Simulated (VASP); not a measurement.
Energy against volume of Tb (hcp). Calculation: SCAN meta-GGA, VASP's PBE PAW potentials (set 64) (plane waves; VASP). Run with 520 eV cut-off, 12×12×7 Γ-centred mesh, first-order Methfessel-Paxton smearing of 0.10 eV, potentials Tb_3.

The 4f electrons are frozen in the core of the lanthanide potential, so 4f levels, which can set the real gap, and their magnetism are missing.

Shape and ions are relaxed at each volume.

```json
[
 {"V (Å³/atom)": "29.359", "E (eV/atom)": "-46.77163"},
 {"V (Å³/atom)": "30.296", "E (eV/atom)": "-46.78312"},
 {"V (Å³/atom)": "31.233", "E (eV/atom)": "-46.78714"},
 {"V (Å³/atom)": "32.170", "E (eV/atom)": "-46.78403"}
]
```

Q: Fit these four points and predict the energy of the run at 33.107 Å³/atom.

A: A cubic in V^(−2/3), the third-order Birch-Murnaghan form, passes through the four points with V0 = 31.28 Å³/atom and B0 = 41 GPa, and gives -46.7742 eV/atom there. The run gave -46.7751 eV/atom, -0.9 meV/atom from the fit; all five points give B0 = 39 GPa.

The compound is Tb in the hcp structure. It was relaxed first.
